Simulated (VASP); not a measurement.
The input files of a VASP run:

### KPOINTS
```
Regular mesh
0
gamma
  6 6 6
0 0 0
```

File POSCAR:
```
BaTiO3
1
    3.9864599086     0.0000000000     0.0000000000
    0.0000000000     3.9864599086     0.0000000000
    0.0000000000     0.0000000000     3.9864599086
Ba Ti O
1 1 3
Direct
  0.0000000000   0.0000000000   0.0000000000
  0.5000000000   0.5000000000   0.5000000000
  0.5000000000   0.0000000000   0.5000000000
  0.0000000000   0.5000000000   0.5000000000
  0.5000000000   0.5000000000   0.0000000000
```

INCAR:
```
ALGO=Normal
EDIFF=1E-7
ENCUT=520
GGA=RP
ISIF=2
ISMEAR=0
LASPH=T
LCHARG=F
LMAXMIX=4
LREAL=F
LWAVE=F
NELM=100
PREC=Accurate
SIGMA=0.05
SYSTEM=BaTiO3
```

POTCAR, in this order: Ba_sv Ti_sv O (PBE.64 set). Program: vasp_std.

Question: Translate this RPBE calculation to Quantum ESPRESSO's pw.x.

Answer: One equivalent input (not run):
```
&CONTROL
  calculation = 'scf'
  pseudo_dir = './pseudo'
  outdir = './out'
  tprnfor = .true.
  tstress = .true.
/
&SYSTEM
  ibrav = 0
  nat = 5
  ntyp = 3
  ecutwfc = 84
  occupations = 'smearing'
  smearing = 'gaussian'
  degauss = 0.003675
  input_dft = 'rpbe'
/
&ELECTRONS
  conv_thr = 7.3e-09
  electron_maxstep = 100
/
ATOMIC_SPECIES
  Ba 137.327 Ba.upf
  Ti 47.867 Ti.upf
  O 15.999 O.upf
CELL_PARAMETERS angstrom
     3.9864599    0.0000000    0.0000000
     0.0000000    3.9864599    0.0000000
     0.0000000    0.0000000    3.9864599
ATOMIC_POSITIONS crystal
  Ba   0.0000000  0.0000000  0.0000000
  Ti   0.5000000  0.5000000  0.5000000
  O    0.5000000  0.0000000  0.5000000
  O    0.0000000  0.5000000  0.5000000
  O    0.5000000  0.5000000  0.0000000
K_POINTS automatic
  6 6 6 0 0 0
```
Limits of the translation: the potentials are each code's own (VASP's PAW set, PseudoDojo norm-conserving files in pw.x), so ENCUT and ecutwfc are chosen apart and not converted; conv_thr bounds pw.x's estimated SCF error, while EDIFF bounds the energy change between steps.

The compound is BaTiO3 in the cubic perovskite structure, the ideal cubic form; the compound distorts at low or room temperature. This cell is one point of a volume scan, at 0.94 of the reference volume.
